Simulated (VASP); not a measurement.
```yaml
crystal:
  lattice:
    - [4.35110, 0.00000, 0.00000]
    - [-2.17555, 3.76817, 0.00000]
    - [0.00000, 0.00000, 5.25639]
  atoms:
    - { symbol: Ba, position: [0.33333, 0.66667, 0.10149] }
    - { symbol: Al, position: [0.00000, 0.00000, 0.64066] }
    - { symbol: Ge, position: [0.66667, 0.33333, 0.55618] }
    - { symbol: H, position: [0.00000, 0.00000, 0.96767] }
```

Calculation: r2SCAN meta-GGA, VASP's PBE PAW potentials (set 64) (plane waves; VASP). Run with 400 eV cut-off, 7×7×5 Γ-centred mesh, tetrahedra with Blöchl corrections, potentials Ba_sv Al Ge_d H.

The cores are frozen, which limits the accuracy of field gradients.

Task: Give the principal components of the electric field gradient (V/Å²) and the asymmetry η at each nucleus.

Result: 
```json
[
 {"atom": "Ba1", "Vxx": "-15.3", "Vyy": "-15.3", "Vzz": "30.6", "η": "0.00"},
 {"atom": "Al2", "Vxx": "-4.1", "Vyy": "-4.1", "Vzz": "8.1", "η": "0.00"},
 {"atom": "Ge3", "Vxx": "20.7", "Vyy": "20.7", "Vzz": "-41.4", "η": "0.00"},
 {"atom": "H4", "Vxx": "-2.6", "Vyy": "-2.6", "Vzz": "5.1", "η": "0.00"}
]
```

The structure comes from a computed database's BaAlGeH entry (P3m1); how it stands against other phases isn't given here. It was relaxed first.
